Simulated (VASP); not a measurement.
An input for Quantum ESPRESSO's pw.x (written as the equivalent of a VASP run, and not itself run):

```
&CONTROL
  calculation = 'scf'
  pseudo_dir = './pseudo'
  outdir = './out'
  tprnfor = .true.
  tstress = .true.
/
&SYSTEM
  ibrav = 0
  nat = 4
  ntyp = 2
  ecutwfc = 82
  occupations = 'tetrahedra'
  input_dft = 'pbesol'
/
&ELECTRONS
  conv_thr = 7.3e-09
  electron_maxstep = 100
/
ATOMIC_SPECIES
  Si 28.085 Si.upf
  C 12.011 C.upf
CELL_PARAMETERS angstrom
     3.0780736    0.0000000   -0.0000000
    -1.5390368    2.6656895    0.0000000
     0.0000000    0.0000000    5.0489366
ATOMIC_POSITIONS crystal
  Si   0.3333330  0.6666670  0.9995364
  Si   0.6666670  0.3333330  0.4995364
  C    0.3333330  0.6666670  0.3754636
  C    0.6666670  0.3333330  0.8754636
K_POINTS automatic
  9 9 5 0 0 0
```

Q: Write the VASP files for the same calculation (PBEsol).

A: This is not unique; one that fits is 
File KPOINTS:
```
Automatic mesh
0
Gamma
9 9 5
0 0 0
```

### INCAR
```
SYSTEM  =  SiC
PREC  =  Accurate; ENCUT  =  520; LREAL  =  F
LASPH  =  T
EDIFF  =  1E-7; NELM  =  100; ALGO  =  Normal
ISMEAR  =  -5
GGA  =  PS
ISIF  =  2
LWAVE  =  F; LCHARG  =  T; LORBIT  =  11
NEDOS  =  601
```

File POSCAR:
```
SiC
1
    3.0780736124     0.0000000000    -0.0000000000
   -1.5390368062     2.6656894968     0.0000000000
    0.0000000000     0.0000000000     5.0489366021
Si C
2 2
Direct
  0.3333330000   0.6666670000   0.9995364237
  0.6666670000   0.3333330000   0.4995364237
  0.3333330000   0.6666670000   0.3754635763
  0.6666670000   0.3333330000   0.8754635763
```

POTCAR, in this order: Si C (PBE.64 set). Program: vasp_std.

The two are equivalent in intent, not identical: the potentials are each code's own (VASP's PAW set, PseudoDojo norm-conserving files in pw.x), so ENCUT and ecutwfc are chosen apart and not converted; conv_thr bounds pw.x's estimated SCF error, while EDIFF bounds the energy change between steps.

The structure was generated: SiC was put into the wurtzite type (P6_3mc), which need not be its known phase. It was relaxed first.
